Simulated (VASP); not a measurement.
Here is a VASP 6.6.1 calculation.

INCAR

```
SYSTEM = PmTe
PREC = Accurate
ENCUT = 520
EDIFF = 1E-6
ISMEAR = 0
SIGMA = 0.05
LREAL = .FALSE.
LASPH = .TRUE.
NELM = 150
ALGO = Normal
ISIF = 2
LWAVE = .FALSE.
LCHARG = .FALSE.
ISPIN = 2
MAGMOM = 4 0
LORBIT = 11
NUPDOWN = 0
LMAXMIX = 6
LDAU = .TRUE.
LDAUTYPE = 2
LDAUL = 3 -1
LDAUU = 5 0
LDAUJ = 0 0
LDAUPRINT = 1
GGA = PS
```

The input KPOINTS:

```
Automatic mesh
0
G
  5 5 5
  0 0 0
```

The input POSCAR:

```
PmTe
1.0
    3.7629149800      0.0000000000      0.0000000000
    0.0000000000      3.7629149800      0.0000000000
    0.0000000000      0.0000000000      3.7629149800
Pm Te
1 1
Direct
    0.0000000000      0.0000000000      0.0000000000
    0.5000000000      0.5000000000      0.5000000000
```

Potentials or basis: VASP PAW PBE potentials, release 64 (Pm, Te).

Command:

```sh
$ cat potpaw_PBE.64/Pm/POTCAR potpaw_PBE.64/Te/POTCAR > POTCAR
$ mpirun -np 1 vasp_std > vasp.out
```

Task: What does it give for the pressure?

Result: 3.1 GPa.

Eigenvalues of the final occupation matrices:
```
    site  spin  trace                         eigenvalues
site 1 f     1   2.94  0.00 0.00 0.00 0.01 0.98 0.98 0.98
site 1 f     2   1.13  0.02 0.02 0.02 0.03 0.03 0.03 0.98
```

Caveat: the magnetic or orbital state may not be the lowest; the moment is held away from its start; the PAW data sets were made with another functional, which shifts forces and pressure a little; spin-orbit coupling is left out, which moves the levels of the heavy elements; the total moment is fixed, so each spin has its own Fermi level; the U is typed as a test and isn't derived for this compound. The state reached can hang on the start; a lower one may exist.
